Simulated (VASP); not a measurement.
```yaml
crystal:
  lattice:
    - [1.53791, -2.71087, 0.00000]
    - [1.53791, 2.71087, 0.00000]
    - [0.00000, 0.00000, 3.42879]
  atoms:
    - { symbol: Hf, position: [0.00000, 0.00000, 0.00000] }
    - { symbol: B, position: [0.33333, 0.66667, 0.50000] }
    - { symbol: B, position: [0.69800, 0.36466, 0.50000] }
```

Method: PBE GGA, VASP's PBE PAW potentials (set 64) (plane waves; VASP 6.6.1). Settings: 520 eV cut-off, KSPACING 0.16 per Å, first-order Methfessel-Paxton smearing of 0.10 eV, potentials Hf_pv B.

**Question.** Which forces act on the atoms, in eV/Å?

**Answer.** 
```json
[
 {"atom": "Hf1", "Fx": "0.764", "Fy": "0.048", "Fz": "0.000"},
 {"atom": "B2", "Fx": "1.082", "Fy": "-0.150", "Fz": "0.000"},
 {"atom": "B3", "Fx": "-1.846", "Fy": "0.102", "Fz": "0.000"}
]
```

**Question.** Give the stress tensor in GPa (positive for a compressed cell).

**Answer.** 
```
18.86   0.00   0.00
 0.00   7.17   0.00
 0.00   0.00  12.21
```
The pressure is its mean diagonal, 12.75 GPa.

The compound is HfB2 in the AlB2 type structure. The cell was not relaxed at this level, atoms are displaced from their ideal sites. The run is one of a series of settings (KGAMMA = .TRUE., KSPACING = 0.16, KPOINTS file removed against the base run), some of them coarse on purpose.
